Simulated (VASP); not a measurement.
These are PW91 GGA, VASP's PBE PAW potentials (set 64) (plane waves; VASP 6.6.1) values and carry that method's errors.

Input for VASP

**INCAR**
```
SYSTEM = HfN
PREC = Accurate
ENCUT = 520
EDIFF = 1E-6
NELM = 100
ALGO = Normal
LREAL = .FALSE.
LASPH = .TRUE.
ISMEAR = 1
SIGMA = 0.1
GGA = 91
LMAXMIX = 6
LWAVE = .FALSE.
LCHARG = .FALSE.
ISIF = 2
```

POSCAR:
```
HfN
1
    0.0000000000     2.2751530000     2.2109660000
    2.2292200000     0.0000000000     2.2109660000
    2.2292200000     2.2751530000     0.0000000000
Hf N
1 1
Direct
  0.0000000000   0.0000000000   0.0000000000
  0.4955090000   0.5044910000   0.5044910000
```

**KPOINTS**
```
Regular mesh
0
gamma
13 13 13
0 0 0
```

POTCAR, in this order: Hf_pv N (PBE.64 set). Program: vasp_std.

Unless said otherwise, spin-orbit coupling is left out, though it shifts the bands of the heavy elements here.

**Question.** Estimate the energy per atom (σ→0), pressure, largest force, band gap (on the k-mesh).

**Answer.** 
- energy per atom (σ→0): -10868 meV/atom
- band gap (on the k-mesh): none (metal, semimetal or under 0.01 eV)
- pressure: 12.66 GPa
- largest force: 0.282 eV/Å

**OSZICAR**
```
...
DAV:   7    -0.217594285067E+02    0.48841E-01   -0.72631E-01  8794   0.778E+00    0.273E+01
DAV:   8    -0.217486311369E+02    0.10797E-01   -0.13796E-01  9016   0.339E+00    0.643E+00
DAV:   9    -0.217374520847E+02    0.11179E-01   -0.66553E-02  9019   0.178E+00    0.160E+00
DAV:  10    -0.217369540753E+02    0.49801E-03   -0.23316E-03  8891   0.448E-01    0.431E-01
DAV:  11    -0.217369528680E+02    0.12073E-05   -0.29338E-04  9271   0.152E-01    0.682E-02
DAV:  12    -0.217369487188E+02    0.41492E-05   -0.13150E-05  8892   0.363E-02    0.393E-02
DAV:  13    -0.217369483671E+02    0.35176E-06   -0.11114E-06  5252   0.110E-02
   1 F= -.21736948E+02 E0= -.21736971E+02  d E =0.668288E-04
```

The compound is HfN in the rock salt structure. The cell was not relaxed at this level, atoms are displaced from their ideal sites. The run is one of a series of settings (GGA = 91 against the base run), some of them coarse on purpose. The electron count is odd and the run is not spin-polarised, which forces a metal.
